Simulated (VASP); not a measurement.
Level of theory: PBE GGA + U (Dudarev), VASP's PBE PAW potentials (set 64) (plane waves; VASP).

VASP input:

### POSCAR
```
CuAu
3.6728890
  0.7682331266   0.0000000000   0.0000000000
  0.0000000000   0.7658557065   0.0000000000
  0.0000000000   0.0000000000   1.0000000000
Cu Au
1 1
Cartesian
  0.0000000000   0.0000000000   0.0000000000
  0.3976950838   0.3829278533   0.5000000000
```

INCAR:
```
GGA  =  PE
LDAUU  =  5.0 0
LDAUL  =  2 -1
LREAL  =  F
EDIFF  =  1E-6
LWAVE  =  F
LASPH  =  T
LDAUTYPE  =  2   # Dudarev
ENCUT  =  400   # plane-wave cut-off (eV)
ISIF  =  2   # forces and stress, cell fixed
PREC  =  Accurate
LORBIT  =  10
ISMEAR  =  1
LDAUPRINT  =  1
SIGMA  =  0.1
LDAUJ  =  0 0
SYSTEM  =  CuAu
LCHARG  =  F
NELM  =  100
LDAU  =  T
ALGO  =  Normal   # blocked Davidson
LMAXMIX  =  6
```

**KPOINTS**
```
Automatic mesh
0
Gamma
12 12 9
0 0 0
```

POTCAR, in this order: Cu Au (PBE.64 set). Program: vasp_std.

Question: What will the output report for the number of irreducible k-points (NKPTS), number of bands (NBANDS), largest plane-wave count, number of space-group operations, FFT grid (NGX, NGY, NGZ)?

Answer: 
- number of irreducible k-points (NKPTS): 245
- number of bands (NBANDS): 15
- largest plane-wave count: 548
- number of space-group operations: 4
- FFT grid (NGX, NGY, NGZ): 18 × 18 × 24

The compound is CuAu in the L1_0 structure. The cell was not relaxed at this level, atoms are displaced from their ideal sites. The run is one of a series of settings (LDAU = .TRUE., LDAUJ = 0 0, LDAUL = 2 -1, LDAUTYPE = 2, LDAUU = 5.0 0 against the base run), some of them coarse on purpose.
